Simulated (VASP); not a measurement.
# ScHCl₂O, dipole of a molecule: which settings are enough?

ScHCl₂O, molecule in box, 5 atoms in the cell. B3LYP; PAW potentials O, Sc_sv, Cl, H (PBE set). VASP 6.6.1.

Wanted: dipole moment within 0.02 D; HOMO under the vacuum level within 0.05 eV; forces within 0.02 eV/Å.

Starting geometry: molecule relaxed first with PBE.

POSCAR:
```
ScHCl2O
1.0
   14.4200000000      0.0000000000      0.0000000000
    0.0000000000     14.4200000000      0.0000000000
    0.0000000000      0.0000000000     14.4200000000
O Sc Cl H
1 1 2 1
Direct
    0.5771385221      0.5938425187      0.5522816682
    0.5284011654      0.4801958577      0.5197626435
    0.6000752057      0.3468162793      0.5718960356
    0.3971210543      0.4751060656      0.4281039644
    0.6028789457      0.6531837207      0.5694878403
```

The series start from vacuum between images (Å): 10; correction: IDIPOL 4 with LDIPOL; Cutoff ENCUT (eV): 525; SCF threshold EDIFF (eV): 1e-6; PREC: Accurate; LREAL: .FALSE.; ALGO: All; program: vasp_gam; NCORE: 1. Each series keeps the choices made before it, and each single choice may use up half of a tolerance.

## Vacuum between images (Å)

| Vacuum between images (Å) | Dipole moment (D) | HOMO under the vacuum level (eV) | Forces, largest deviation (eV/Å) | SCF iterations | Time (s) |
|---|---|---|---|---|---|
| 4 | 2.665 | 8.643 | 0.110 | 28 | 55 |
| 6 | 2.975 | 8.600 | 0.029 | 28 | 90 |
| 8 | 2.975 | 8.587 | 0.017 | 28 | 126 |
| 10 | 2.970 | 8.583 | 0.008 | 27 | 233 |
| 12 | 2.968 | 8.582 | 0.008 | 28 | 256 |
| 15 (reference) | 2.967 | 8.581 | 0.000 | 27 | 388 |

Chosen: 10, the loosest value from which every tighter one stays within half of the tolerance.

## Correction

| Correction | Dipole moment (D) | HOMO under the vacuum level (eV) | Forces, largest deviation (eV/Å) | SCF iterations | Time (s) |
|---|---|---|---|---|---|
| IDIPOL 4 with LDIPOL | 2.970 | 8.583 | 0.000 | 27 | 233 |
| IDIPOL 4 alone | 3.015 | 8.592 | 0.036 | 26 | 152 |
| IDIPOL 4, no DIPOL | 3.556 | 8.531 | 0.469 | 49 | 561 |

Chosen: IDIPOL 4 with LDIPOL; no other choice that stays within half of the tolerance saves 30 % of the time.

## Cutoff ENCUT (eV)

| Cutoff ENCUT (eV) | Dipole moment (D) | HOMO under the vacuum level (eV) | Forces, largest deviation (eV/Å) | SCF iterations | Time (s) |
|---|---|---|---|---|---|
| 320 | 2.968 | 8.586 | 0.037 | 26 | 79 |
| 400 | 2.970 | 8.583 | 0.030 | 28 | 136 |
| 460 | 2.971 | 8.583 | 0.016 | 27 | 220 |
| 525 | 2.970 | 8.583 | 0.010 | 27 | 233 |
| 600 | 2.969 | 8.584 | 0.004 | 27 | 283 |
| 725 (reference) | 2.969 | 8.584 | 0.000 | 26 | 263 |

Chosen: 525.

## SCF threshold EDIFF (eV)

| SCF threshold EDIFF (eV) | Dipole moment (D) | HOMO under the vacuum level (eV) | Forces, largest deviation (eV/Å) | SCF iterations | Time (s) |
|---|---|---|---|---|---|
| 0.001 | 2.973 | 8.584 | 0.109 | 17 | 100 |
| 0.0001 | 2.969 | 8.583 | 0.029 | 20 | 121 |
| 1e-5 | 2.971 | 8.584 | 0.013 | 23 | 139 |
| 1e-6 | 2.970 | 8.583 | 0.001 | 27 | 233 |
| 1e-7 (reference) | 2.970 | 8.583 | 0.000 | 28 | 182 |

Chosen: 1e-6.

## All choices together

| Input | Dipole moment (D) | HOMO under the vacuum level (eV) | Forces, largest deviation (eV/Å) | Time (s) |
|---|---|---|---|---|
| program defaults, 6 A between images, energy correction only (naive) | 3.097 | 8.620 | 0.097 | 22 |
| chosen settings | 2.970 | 8.583 | 0.008 | 233 |
| reference settings throughout | 2.966 | 8.582 | 0.000 | 1333 |

The tolerance is met.

## The input

INCAR:
```
SYSTEM = ScHCl2O
AEXX = 0.2
AGGAC = 0.81
AGGAX = 0.72
ALDAC = 0.19
ALGO = All
DIPOL = 0.5 0.5 0.5
EDIFF = 1E-6
ENCUT = 525
GGA = B3
HFRCUT = -1
IDIPOL = 4
ISEARCH = 1
ISMEAR = 0
ISYM = 0
LASPH = .True.
LCHARG = .False.
LDIPOL = .True.
LHFCALC = .True.
LREAL = .False.
LVHAR = .True.
LWAVE = .False.
NELM = 120
PREC = Accurate
PRECFOCK = Fast
SIGMA = 0.01
```

KPOINTS:
```
Automatic mesh
0
Gamma
  1 1 1
  0 0 0
```

Commands:
```
cat potpaw_PBE.64/O/POTCAR potpaw_PBE.64/Sc_sv/POTCAR potpaw_PBE.64/Cl/POTCAR potpaw_PBE.64/H/POTCAR > POTCAR
mpirun -np 4 vasp_gam > vasp.out
```

The chosen input took VASP 6.6.1 233 s on 4 cores (Intel Xeon 6975P-C (Granite Rapids)), a shared host.

## An input that fails: box far too small (2 A between images)

It runs to its end, but against the unchanged starting input it is off by 2.830 D in the dipole moment, 0.028 eV in the HOMO under the vacuum level, 2.422 eV/Å in the forces.

Vacuum between images (Å): 10 becomes 2.
